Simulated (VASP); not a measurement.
A convergence study with VASP on La₂O₃ (a-type): one setting is varied, all else stays as given below, so the limit is that of these other settings.

```
CELL_PARAMETERS angstrom
      1.97000    -3.41214     0.00000
      1.97000     3.41214     0.00000
      0.00000     0.00000     6.13000
ATOMIC_POSITIONS crystal
  La 0.33333 0.66667 0.24700
  La 0.66667 0.33333 0.75300
  O  0.00000 0.00000 0.00000
  O  0.33333 0.66667 0.64700
  O  0.66667 0.33333 0.35300
```

Level of theory: PBE GGA, VASP's PBE PAW potentials (set 64) (plane waves; VASP). The tightest run used: 700 eV cut-off, 15×15×9 Γ-centred mesh, Gaussian smearing of 0.050 eV, potentials La O.

```
setting     E (eV/atom)  pressure (GPa)  largest force (eV/Å)  irreducible k-points
----------  -----------  --------------  --------------------  --------------------
1×1×1 mesh      -8.9101          -13.72                 1.339                     1
2×2×1 mesh      -8.2295            2.78                 0.386                     2
3×3×2 mesh      -8.3681            0.54                 0.047                     6
```

Problem. These are the cheaper rows. Estimate the results at 15×15×9 mesh, and how far the last row shown lies from them.

Solution. 
```csv
quantity,tightest run,last row shown is off by
E (eV/atom),-8.3678,-0.0004
pressure (GPa),0.58,-0.04
largest force (eV/Å),0.069,-0.022
```

Left out are rungs that failed or repeat a setting and relaxations that didn't move; long series are thinned to 24 rows.

The compound is La2O3 in the a-type structure. The cell was not relaxed at this level, forces remain on its atoms.
